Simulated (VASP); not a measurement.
Input:

```xyz
3
Lattice="4.3971 0.0000 0.0000 -2.1985 3.8080 0.0000 0.0000 0.0000 2.4647" Properties=species:S:1:pos:R:3 pbc="T T T"
P      0.0000     0.0000     0.0000
P      0.0000     2.5386     1.2324
P      2.1985     1.2693     1.2324
```

The numbers are results of PBEsol GGA, VASP's PBE PAW potentials (set 64) (plane waves; VASP), not measurements. Numerical set-up: 400 eV cut-off, 9×9×14 Γ-centred mesh, tetrahedra with Blöchl corrections, potentials P.

Task: What does the run give for the energy per atom (σ→0), band gap (on the k-mesh) with the smallest direct gap where there is one?

Result: 
| Item | Value |
|---|---|
| band gap (on the k-mesh) | none (metal, semimetal or under 0.01 eV) |
| energy per atom (σ→0) | -5.212 eV/atom |

The absolute energy has meaning only against runs of the same code, potentials and settings.

The structure was generated: P was put into the omega type (P6/mmm), which need not be its known phase. It was relaxed first. VASP warned that the highest band is occupied, so more bands are needed.
